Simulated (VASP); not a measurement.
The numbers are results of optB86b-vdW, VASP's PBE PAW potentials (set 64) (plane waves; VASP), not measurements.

The input files of a VASP run:

**POSCAR**
```
SnO2
1
    4.7884999590     0.0000000000     0.0000000000
    0.0000000000     4.7884999590     0.0000000000
    0.0000000000     0.0000000000     3.2366640055
Sn O
2 4
Direct
  0.0000000000   0.0000000000   0.0000000000
  0.5000000000   0.5000000000   0.5000000000
  0.3061319584   0.3061319584   0.0000000000
  0.8061319584   0.1938680416   0.5000000000
  0.1938680416   0.8061319584   0.5000000000
  0.6938680416   0.6938680416   0.0000000000
```

INCAR:
```
AGGAC = 0.0
ALGO = Normal
EDIFF = 1E-7
ENCUT = 520
GGA = MK
ISIF = 2
ISMEAR = -5
LASPH = .TRUE.
LCHARG = .TRUE.
LMAXMIX = 4
LORBIT = 11
LREAL = .FALSE.
LUSE_VDW = .TRUE.
LWAVE = .FALSE.
NEDOS = 601
NELM = 100
PARAM1 = 0.1234
PARAM2 = 1.0
PREC = Accurate
SYSTEM = SnO2
```

**KPOINTS**
```
Automatic
0
Gamma
 5 5 8
```

POTCAR, in this order: Sn_d O (PBE.64 set). Program: vasp_std.

Unless said otherwise, spin-orbit coupling is left out, though it shifts the bands of the heavy elements here.

Question: What does the run give for the energy per atom (σ→0), band gap (on the k-mesh)?

Answer: 
| Quantity | Result |
|---|---|
| energy per atom (σ→0) | -403.4 kJ/mol-atom |
| band gap (on the k-mesh) | 0.81 eV |

OSZICAR:
```
...
DAV:   9    -0.250842274035E+02    0.15394E-01   -0.90807E-02  2904   0.397E+00    0.150E-01
DAV:  10    -0.250848524344E+02   -0.62503E-03   -0.58678E-03  2768   0.758E-01    0.449E-02
DAV:  11    -0.250849126615E+02   -0.60227E-04   -0.36324E-04  2963   0.221E-01    0.205E-02
DAV:  12    -0.250849173363E+02   -0.46747E-05   -0.26729E-05  2196   0.427E-02    0.150E-02
DAV:  13    -0.250849134881E+02    0.38482E-05   -0.17457E-05  2904   0.533E-02    0.204E-03
DAV:  14    -0.250849137548E+02   -0.26674E-06   -0.15419E-06  2489   0.109E-02    0.953E-04
DAV:  15    -0.250849138095E+02   -0.54691E-07   -0.42286E-08  1495   0.177E-03
   1 F= -.25084914E+02 E0= -.25084914E+02  d E =0.000000E+00
```

The compound is SnO2 in the rutile structure. It was relaxed first.
